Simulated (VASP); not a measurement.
## Moving the strain (εxy = 0.5 s) in Rb2LuH2

```xyz
5
Lattice="3.8419 0.0000 0.0000 -1.9209 3.3272 0.0000 0.0000 0.0000 11.4652" Properties=species:S:1:pos:R:3 pbc="T T T"
Rb    0.0000    2.2181    8.0121
Rb    1.9209    1.1090    3.4531
Lu    0.0000    0.0000    0.0000
H     1.9209    1.1090   10.7616
H     0.0000    2.2181    0.7036
```

The cell comes from a database or a generator and needn't be the stable form of this composition.

Kept alike: task single point; functional PBE; k mesh 6 × 6 × 3; occupations fermi-dirac, width 0.05 eV; no spin polarisation. Program: VASP, PBE PAW files H, Lu, Rb_sv, 520 eV. The mesh is that of the run's cell of 5 atoms. No spin-orbit coupling.

```csv
s,stress xy (GPa),free energy over the lowest row (meV/atom)
-0.04,0.59,2.17
-0.02,0.30,0.54
-0.01,0.15,0.14
0,0.00,0.00
0.01,-0.15,0.14
0.02,-0.30,0.54
0.04,-0.60,2.18
```

Stress is positive in compression; the values hold the error of the finite cutoff, so their zero can differ a little from the energy's minimum. The cell shown is the unstrained one; x, y and z are its Cartesian axes; atoms keep their fractions. For a metal such a mesh leaves the last digits unconverged. Shear stress takes the same sign, opposite to σ = Cε, so its slope is minus the stiffness.

The stress xy falls from 0.59 to -0.60 GPa between -0.04 and 0.04. A parabola through the five rows nearest s = 0 has a slope of -15 GPa per unit of s at s = 0, so the stiffness that links it to this strain is about 15 GPa; the fractions stay fixed. The free energy is lowest at 0, and 2.18 meV an atom higher at 0.04.
